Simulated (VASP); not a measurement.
# CaC2 (I4/mmm) in VASP: notebook

Runs on CaC2. Level: LDA. Tasks: single point.

Everything below comes from runs of VASP 6.6.1. Logs are shortened: lines on timing, memory, paths and dates and some standing lists are left out, and cuts for length are marked.

## Step 1: The cell of the first run

It takes space group I4/mmm (No. 139, tetragonal). Conventional cell: a = 3.869 Å, b = 3.869 Å, c = 6.564 Å, α = 90.00°, β = 90.00°, γ = 90.00°. Around Ca (site symmetry 4/mmm) lie 10 C at 2.64 to 2.81 Å. Around C (site symmetry 4mm) lie 1 C at 1.29 Å.

The cell comes from a database or a generator and needn't be the stable form of this composition.

## Step 2: Single point, LDA (strain +0.0250 x Voigt [0, 0, 1, 0, 0, 0], atoms carried along)

INCAR

```
SYSTEM = CaC2
  PREC = Accurate
  ENCUT = 520
  EDIFF = 1E-6
  ISMEAR = 0
  SIGMA = 0.05
  LREAL = .False.
  LASPH = .True.
  NELM = 100
  ALGO = Fast
  ISIF = 2
  LWAVE = .False.
  LCHARG = .False.
  GGA = CA
  NBANDS = 16
```

KPOINTS

```
regular mesh
0
Gamma
  10 10 10
  0 0 0
```

POSCAR

```
CaC2
1.0
   -1.9342985994      1.9342985994      3.2821640236
    1.9342985994     -1.9342985994      3.2821640236
    1.9342985994      1.9342985994     -3.2821640236
Ca C
1 2
Direct
    0.0000000000      0.0000000000      0.0000000000
    0.5978927200      0.5978927200      0.0000000000
    0.4021072800      0.4021072800      0.0000000000
```

Potentials or basis: VASP PAW LDA potentials, release 64 (Ca_sv, C).

Started as:

```
cat potpaw_LDA.64/Ca_sv/POTCAR potpaw_LDA.64/C/POTCAR > POTCAR
mpirun -np 1 vasp_std > vasp.out
```

OUTCAR:

```text
SYSTEM = CaC2
   PREC = Accurate
   ENCUT = 520
   EDIFF = 1E-6
   ISMEAR = 0
   LREAL = .False.
   LASPH = .True.
   NELM = 100
   ISIF = 2
   GGA = CA

 ion  position               nearest neighbor table
   1  0.000  0.000  0.000-
   2  0.598  0.598  0.000-   3 1.29
   3  0.402  0.402  0.000-   2 1.29

  LATTYP: Found a body centered tetragonal cell.
 ALAT       =     3.8685971988
 C/A-ratio  =     1.6968238640

  Lattice vectors:

 A1 = (  -1.9342985994,   1.9342985994,   3.2821640236)
 A2 = (   1.9342985994,  -1.9342985994,   3.2821640236)
 A3 = (   1.9342985994,   1.9342985994,  -3.2821640236)

Analysis of symmetry for initial positions (statically):
=====================================================================
 Subroutine PRICEL returns:
 Original cell was already a primitive cell.

 Routine SETGRP: Setting up the symmetry group for a
 body centered tetragonal supercell.

 Subroutine GETGRP returns: Found 16 space group operations
 (whereof 16 operations were pure point group operations)
 out of a pool of 16 trial point group operations.

The static configuration has the point symmetry D_4h.

Analysis of symmetry for dynamics (positions and initial velocities):
=====================================================================
 Subroutine PRICEL returns:
 Original cell was already a primitive cell.

 Routine SETGRP: Setting up the symmetry group for a
 body centered tetragonal supercell.

 Subroutine GETGRP returns: Found 16 space group operations
 (whereof 16 operations were pure point group operations)
 out of a pool of 16 trial point group operations.

The dynamic configuration has the point symmetry D_4h.

 Subroutine INISYM returns: Found 16 space group operations
 (whereof 16 operations are pure point group operations),
 and found     1 'primitive' translations

----------------------------------------------------------------------------------------

                                     Primitive cell

  volume of cell :      49.1210

  direct lattice vectors                    reciprocal lattice vectors
    -1.934298599  1.934298599  3.282164024     0.000000000  0.258491631  0.152338517
     1.934298599 -1.934298599  3.282164024     0.258491631  0.000000000  0.152338517
     1.934298599  1.934298599 -3.282164024     0.258491631  0.258491631  0.000000000

  length of vectors
     4.272659923  4.272659923  4.272659923     0.300041576  0.300041576  0.365562370

  position of ions in fractional coordinates (direct lattice)
     0.000000000  0.000000000  0.000000000
     0.597892720  0.597892720  0.000000000
     0.402107280  0.402107280  0.000000000

  ion indices of the primitive-cell ions
   primitive index   ion index
                 1           1
                 2           2
                 3           3

----------------------------------------------------------------------------------------

 KPOINTS: regular mesh

Automatic generation of k-mesh.
 Grid dimensions read from file:
 generate k-points for:   10   10   10

 Generating k-lattice:

  Cartesian coordinates                     Fractional coordinates (reciprocal lattice)
     0.000000000  0.025849163  0.015233852     0.100000000 -0.000000000  0.000000000
     0.025849163  0.000000000  0.015233852    -0.000000000  0.100000000  0.000000000
     0.025849163  0.025849163  0.000000000     0.000000000  0.000000000  0.100000000

  Length of vectors
     0.030004158  0.030004158  0.036556237

  Shift w.r.t. Gamma in fractional coordinates (k-lattice)
     0.000000000  0.000000000  0.000000000

 Subroutine IBZKPT returns following result:
 ===========================================

 Found    102 irreducible k-points:

 Following reciprocal coordinates:
            Coordinates               Weight
  0.000000  0.000000  0.000000      1.000000
  0.100000  0.000000 -0.000000      8.000000
  0.200000  0.000000 -0.000000      8.000000
  0.300000 -0.000000  0.000000      8.000000
  0.400000  0.000000  0.000000      8.000000
  0.500000  0.000000  0.000000      4.000000
[... 16 lines left out ...]
  0.300000  0.300000  0.000000      8.000000
  0.400000  0.300000  0.000000     16.000000
 [... further k-points ...]
   k-points           NKPTS =    102   k-points in BZ     NKDIM =    102   number of bands    NBANDS=     16
   number of dos      NEDOS =    301   number of ions     NIONS =      3
   total plane-waves  NPLWV =  32768
   dimension x,y,z NGX =    32 NGY =   32 NGZ =   32
   dimension x,y,z NGXF=    64 NGYF=   64 NGZF=   64
   ions per type =               1   2
   NGX,Y,Z   is equivalent  to a cutoff of  12.45, 12.45, 12.45 a.u.
   NGXF,Y,Z  is equivalent  to a cutoff of  24.90, 24.90, 24.90 a.u.
 SYSTEM =  CaC2
   PREC   = accura    normal or accurate (medium, high low for compatibility)
   ISTART =      0    job   : 0-new  1-cont  2-samecut
   ICHARG =      2    charge: 1-file 2-atom 10-const
   ISPIN  =      1    spin polarized calculation?
   LNONCOLLINEAR =      F non collinear calculations
   LSORBIT =      F    spin-orbit coupling
   LASPH  =      T    aspherical Exc in radial PAW
   ENCUT  =  520.0 eV  38.22 Ry    6.18 a.u.   7.94  7.94  7.94*2*pi/ulx,y,z
   NELM   =    100;   NELMIN=  2; NELMDL= -5     # of ELM steps
   EDIFF  = 0.1E-05   stopping-criterion for ELM
   LREAL  =      F    real-space projection
   EDIFFG = 0.1E-04   stopping-criterion for IOM
   NSW    =      0    number of steps for IOM
   IBRION =     -1    ionic relax: 0-MD 1-quasi-New 2-CG
   NFREE  =      0    steps in history (QN), initial steepest desc. (CG)
   ISIF   =      2    stress and relaxation
   ISYM   =      2    0-nonsym 1-usesym 2-fastsym
   POTIM  = 0.5000    time-step for ionic-motion
   TEBEG  =    0.0;   TEEND  =   0.0 temperature during run
   PSTRESS=    0.0 pullay stress
   NELECT =      18.0000    total number of electrons
   NUPDOWN=      -1.0000    fix difference up-down
   EMIN   =  10.00;   EMAX   =-10.00  energy-range for DOS
   EFERMI =   0.00;   METHOD = LEGACY
   ISMEAR =     0;   SIGMA  =   0.05  broadening in eV -4-tet -1-fermi 0-gaus
   EFERMI_NEDOS =   21; number of points for ismear=-14 and -15
   IALGO  =     68    algorithm
   IMIX   =      4    mixing-type and parameters
     AMIX     =   0.40;   BMIX     =  1.00
     AMIX_MAG =   1.60;   BMIX_MAG =  1.00
  volume/ion in A,a.u.               =      16.37       110.49
  Fermi-wavevector in a.u.,A,eV,Ry     =   1.171503  2.213819 18.672883  1.372418
  Thomas-Fermi vector in A             =   2.307945
   LORBIT       =      0    0 simple, 1 ext, 2 COOP (PROOUT), +10 PAW based schemes
   GGA     = CA    functional components
   LHFCALC =     F    Hartree Fock is set to
   AEXX    =    0.0000 exact exchange contribution
   IVDW    =     0    specifies the selected vdW correction
   LEPSILON=     F    determine dielectric tensor
   LRPA    =     F    only Hartree local field effects (RPA)
 non-spin polarized calculation
 RMM-DIIS sequential band-by-band and
 Gauss-broadening in eV      SIGMA  =   0.05
  energy-cutoff  :      520.00
  volume of cell :       49.12
 maximum number of plane-waves:      1340
   NGX = 15   NGY = 15   NGZ = 15

 number of electron      18.0000001 magnetization

 Free energy of the ion-electron system (eV)
  ---------------------------------------------------
  ext. energy  EPLUGINS =         0.00000000
  ---------------------------------------------------
  free energy    TOTEN  =       -22.05824656 eV

  energy without entropy =      -22.05824656  energy(sigma->0) =      -22.05824656

 E-fermi :   1.4493     XC(G=0):  -9.7270

 val. band max:        1.2381653109   @ k =   0.5000   0.5000   0.5000
 cond. band min:       2.2990927985   @ k =   0.5000   0.5000  -0.0000
 fundamental gap:      1.0609274876
 Fermi energy:         1.4492969275

 k-point     1 :       0.0000    0.0000    0.0000
  band No.  band energies     occupation
      1     -37.4395      2.00000
      2     -18.7391      2.00000
      3     -18.7391      2.00000
      4     -18.6346      2.00000
      5     -11.4136      2.00000
      6      -1.4994      2.00000
[... 8 lines left out ...]
     15      10.0451      0.00000
     16      10.0462      0.00000

 k-point     2 :       0.1000    0.0000   -0.0000
  band No.  band energies     occupation
      1     -37.4385      2.00000
      2     -18.7538      2.00000
      3     -18.7386      2.00000
      4     -18.6382      2.00000
      5     -11.3707      2.00000
      6      -1.8024      2.00000
[... 8 lines left out ...]
     15       9.7854      0.00000
     16      10.0831      0.00000

 k-point     3 :       0.2000    0.0000   -0.0000
  band No.  band energies     occupation
      1     -37.4359      2.00000
      2     -18.7927      2.00000
      3     -18.7372      2.00000
      4     -18.6464      2.00000
      5     -11.2571      2.00000
      6      -2.2468      2.00000
[... 8 lines left out ...]
     15       9.1269      0.00000
     16       9.5223      0.00000

 k-point     4 :       0.3000   -0.0000    0.0000
  band No.  band energies     occupation
      1     -37.4327      2.00000
      2     -18.8409      2.00000
      3     -18.7355      2.00000
      4     -18.6555      2.00000
      5     -11.1137      2.00000
      6      -2.6479      2.00000
[... 8 lines left out ...]
     15       8.4412      0.00000
     16       8.8762      0.00000

 k-point     5 :       0.4000    0.0000    0.0000
  band No.  band energies     occupation
      1     -37.4301      2.00000
      2     -18.8795      2.00000
      3     -18.7341      2.00000
      4     -18.6624      2.00000
      5     -10.9950      2.00000
      6      -2.9306      2.00000
[... 8 lines left out ...]
     15       8.3764      0.00000
     16       8.7760      0.00000

 k-point     6 :       0.5000    0.0000    0.0000
  band No.  band energies     occupation
      1     -37.4291      2.00000
      2     -18.8941      2.00000
      3     -18.7336      2.00000
      4     -18.6649      2.00000
      5     -10.9488      2.00000
      6      -3.0332      2.00000
[... 8 lines left out ...]
     15       8.4424      0.00000
     16       9.0036      0.00000

 k-point     7 :       0.1000    0.1000   -0.0000
  band No.  band energies     occupation
      1     -37.4372      2.00000
      2     -18.7590      2.00000
      3     -18.7493      2.00000
      4     -18.6451      2.00000
      5     -11.3184      2.00000
      6      -2.1920      2.00000
[... 8 lines left out ...]
     15       9.2590      0.00000
     16       9.9124      0.00000

 k-point     8 :       0.2000    0.1000   -0.0000
  band No.  band energies     occupation
      1     -37.4345      2.00000
      2     -18.7948      2.00000
      3     -18.7510      2.00000
      4     -18.6538      2.00000
      5     -11.2085      2.00000
      6      -2.5485      2.00000
[... 8 lines left out ...]
     15       8.5005      0.00000
     16       9.5975      0.00000

 k-point     9 :       0.3000    0.1000   -0.0000
  band No.  band energies     occupation
      1     -37.4315      2.00000
      2     -18.8409      2.00000
      3     -18.7487      2.00000
      4     -18.6615      2.00000
      5     -11.0815      2.00000
      6      -2.8206      2.00000
[... 8 lines left out ...]
     15       8.4898      0.00000
     16       9.0341      0.00000
[... 172 lines left out ...]
 k-point    19 :       0.5000    0.2000   -0.0000
  band No.  band energies     occupation
      1     -37.4269      2.00000
      2     -18.8747      2.00000
      3     -18.7705      2.00000
      4     -18.6651      2.00000
      5     -10.9923      2.00000
      6      -2.6590      2.00000
[... 8 lines left out ...]
     15       8.5980      0.00000
     16       9.1081      0.00000

 k-point    20 :      -0.4000    0.2000   -0.0000
  band No.  band energies     occupation
      1     -37.4283      2.00000
      2     -18.8607      2.00000
      3     -18.7695      2.00000
      4     -18.6578      2.00000
      5     -11.0411      2.00000
      6      -2.3823      2.00000
[... 8 lines left out ...]
     15       8.9771      0.00000
     16       9.6601      0.00000

 k-point    21 :      -0.3000    0.2000   -0.0000
  band No.  band energies     occupation
      1     -37.4308      2.00000
      2     -18.8284      2.00000
      3     -18.7709      2.00000
      4     -18.6495      2.00000
      5     -11.1214      2.00000
      6      -2.0255      2.00000
[... 8 lines left out ...]
     15       8.9258      0.00000
     16      10.0363      0.00000

 k-point    22 :      -0.2000    0.2000    0.0000
  band No.  band energies     occupation
      1     -37.4336      2.00000
      2     -18.7957      2.00000
      3     -18.7680      2.00000
      4     -18.6435      2.00000
      5     -11.2030      2.00000
      6      -1.7072      2.00000
[... 8 lines left out ...]
     15       8.4584      0.00000
     16      10.1759      0.00000

 k-point    23 :       0.3000    0.3000    0.0000
  band No.  band energies     occupation
      1     -37.4268      2.00000
      2     -18.8258      2.00000
      3     -18.8140      2.00000
      4     -18.6700      2.00000
      5     -11.0205      2.00000
      6      -2.7570      2.00000
[... 8 lines left out ...]
     15       8.5998      0.00000
     16       9.2702      0.00000

 k-point    24 :       0.4000    0.3000    0.0000
  band No.  band energies     occupation
      1     -37.4251      2.00000
      2     -18.8488      2.00000
      3     -18.8089      2.00000
      4     -18.6692      2.00000
      5     -11.0155      2.00000
      6      -2.5543      2.00000
[... 8 lines left out ...]
     15       8.9669      0.00000
     16       9.2053      0.00000

 [... further k-points ...]

------------------------ aborting loop because EDIFF is reached ----------------------------------------

  FORCE on cell =-STRESS in cart. coord.  units (eV):
  Direction    XX          YY          ZZ          XY          YZ          ZX
  --------------------------------------------------------------------------------------
  -------------------------------------------------------------------------------------
  Total       -1.2469575     -1.2469575     -5.1360926      0.0000000      0.0000000      0.0000000
  in kB      -40.6719453    -40.6719453   -167.5236468      0.0000000      0.0000000      0.0000000
  external PRESSURE =     -82.9558458 kB  Pullay stress =       0.0000000 kB

 VOLUME and BASIS-vectors are now :
 -----------------------------------------------------------------------------
  energy-cutoff  :      520.00
  volume of cell :       49.12
      direct lattice vectors                 reciprocal lattice vectors
    -1.934298599  1.934298599  3.282164024     0.000000000  0.258491631  0.152338517
     1.934298599 -1.934298599  3.282164024     0.258491631  0.000000000  0.152338517
     1.934298599  1.934298599 -3.282164024     0.258491631  0.258491631  0.000000000

 POSITION                                       TOTAL-FORCE (eV/Angst)
 -----------------------------------------------------------------------------------
      0.00000      0.00000      0.00000         0.000000      0.000000      0.000000
      0.00000      0.00000      3.92476        -0.000000     -0.000000     -1.871833
      0.00000      0.00000      2.63956         0.000000      0.000000      1.871833
 -----------------------------------------------------------------------------------
    total drift:                                0.000000      0.000000      0.000000

  FREE ENERGIE OF THE ION-ELECTRON SYSTEM (eV)
  ---------------------------------------------------
  free  energy   TOTEN  =       -22.0582465554 eV

  energy  without entropy=      -22.0582465554  energy(sigma->0) =      -22.05824656
```

It took 66 s on 1 thread of Intel Xeon Platinum 8488C (Sapphire Rapids), shared host; peak memory 0.21 GiB.

Results:

| Item | Value |
| --- | --- |
| Free energy | -22.0582 eV |
| Pressure | -8.3 GPa |
| Largest force | 1.872 eV/Å |
| Band gap on the k mesh | 1.06 eV, indirect (least direct gap 2.12 eV) |

Forces on the atoms (eV/Å):
```
Ca   0.000  0.000  0.000
C    0.000  0.000 -1.872
C    0.000  0.000  1.872
```

Stress tensor (GPa, compression positive):
```
 -4.07   0.00   0.00
  0.00  -4.07   0.00
  0.00   0.00 -16.75
```

Levels at points of the mesh, in eV from the valence-band top:
| k point | band 6 | band 7 | band 8 | band 9 | band 10 | band 11 | band 12 | band 13 |
| --- | --- | --- | --- | --- | --- | --- | --- | --- |
| (0.00, 0.00, 0.00) | -2.74 | -2.31 | -0.96 | -0.96 | 3.01 | 3.01 | 4.01 | 5.00 |
| (0.50, 0.00, 0.00) | -4.27 | -2.41 | -1.81 | -0.92 | 4.55 | 5.60 | 5.82 | 6.05 |
| (0.50, 0.50, 0.00) | -3.09 | -2.71 | -1.61 | -1.06 | 1.06 | 5.24 | 6.25 | 6.96 |
| (0.50, 0.50, 0.50) | -4.59 | -1.56 | -1.56 | 0.00 | 3.01 | 5.54 | 6.02 | 6.19 |

Caveat: forces of over 1 eV/Å show positions far from the minimum, so gaps and moduli don't describe the material at rest.

## Step 3: Single point, LDA (strain +0.0875 x Voigt [0, 0, 1, 0, 0, 0], atoms carried along)

INCAR

```
PREC     = Accurate       # precision mode
ENCUT    = 520            # plane-wave cutoff, eV
EDIFF    = 1E-6           # SCF threshold, eV
ISMEAR   = 0              # smearing method
SIGMA    = 0.05           # smearing width, eV
LREAL    = False          # projectors in reciprocal space
LASPH    = True           # aspherical terms in the spheres
NELM     = 80             # most SCF steps
ALGO     = Normal         # electronic algorithm
ISIF     = 2              # what is computed and relaxed
LWAVE    = False          # write WAVECAR
LCHARG   = False          # write CHGCAR
NBANDS   = 16             # bands
```

KPOINTS

```
regular mesh
0
Gamma
  10 10 10
```

POSCAR

```
CaC2
1.0
   -1.9342985994      1.9342985994      3.4822959762
    1.9342985994     -1.9342985994      3.4822959762
    1.9342985994      1.9342985994     -3.4822959762
Ca C
1 2
Direct
    0.0000000000      0.0000000000      0.0000000000
    0.5978927200      0.5978927200      0.0000000000
    0.4021072800      0.4021072800      0.0000000000
```

Potentials or basis: VASP PAW LDA potentials, release 64 (Ca_sv, C).

Started as:

```
cat potpaw_LDA.64/Ca_sv/POTCAR potpaw_LDA.64/C/POTCAR > POTCAR
mpirun -np 1 vasp_std > vasp.out
```

Wall time 66 s (1 thread of Intel Xeon Platinum 8488C (Sapphire Rapids), shared host); peak memory 0.21 GiB.

The run converged. Its results:

```
Free energy            : -21.5386 eV
Pressure               : -15.3 GPa
Largest force          : 5.555 eV/Å
Band gap on the k mesh : 0.81 eV, indirect (least direct gap 1.86 eV)
```

Forces on the atoms (eV/Å):
```
Ca   0.000  0.000  0.000
C    0.000  0.000 -5.555
C    0.000  0.000  5.555
```

Stress tensor (GPa, compression positive):
```
 -4.59   0.00   0.00
  0.00  -4.59   0.00
  0.00   0.00 -36.82
```

Levels at points of the mesh, in eV from the valence-band top:
```tsv
k point	band 7	band 8	band 9	band 10	band 11	band 12
(0.00, 0.00, 0.00)	-2.73	-0.93	-0.93	2.73	2.73	3.57
(0.50, 0.00, 0.00)	-2.57	-1.76	-1.09	3.89	4.94	5.42
(0.50, 0.50, 0.00)	-2.64	-1.68	-1.04	0.81	4.18	5.89
(0.50, 0.50, 0.50)	-1.45	-1.45	0.00	2.82	5.09	5.20
```

Caveat: so large a pressure means that the cell lies far from this level's equilibrium, or that cutoff or potentials fall short; forces of over 1 eV/Å show positions far from the minimum, so gaps and moduli don't describe the material at rest.

(Part 1 of 2 ends here.)
